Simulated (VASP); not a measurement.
```xyz
4
Lattice="4.4972 0.0000 0.0000 -2.2486 3.8947 0.0000 0.0000 0.0000 6.2680" Properties=species:S:1:pos:R:3 pbc="T T T"
Zr     0.0000     0.0000     0.0000
Zr     0.0000     0.0000     3.1340
Ge     0.0000     2.5965     1.5670
Ge     2.2486     1.2982     4.7010
```

Level of theory: PBE GGA, VASP's PBE PAW potentials (set 64) (plane waves; VASP 6.6.1). Numerical set-up: 300 eV cut-off, 5×5×3 Γ-centred mesh, Fermi-Dirac smearing of 0.10 eV, potentials Zr_sv Ge_d.

At this cut-off the stress carries a Pulay error, which pulls relaxed volumes low.

Task: Give the stress tensor in GPa (positive for a compressed cell).

Result: 
```
-16.76    0.00    0.00
  0.00  -16.76    0.00
  0.00    0.00   -3.93
```
The pressure is its mean diagonal, -12.48 GPa.

The structure was generated: ZrGe was put into an ordered model structure, which need not be its known phase. The cell was not relaxed at this level. The k-mesh is coarse (spacing up to 0.33 per Å, 2π included), so the numbers may not be converged in it.
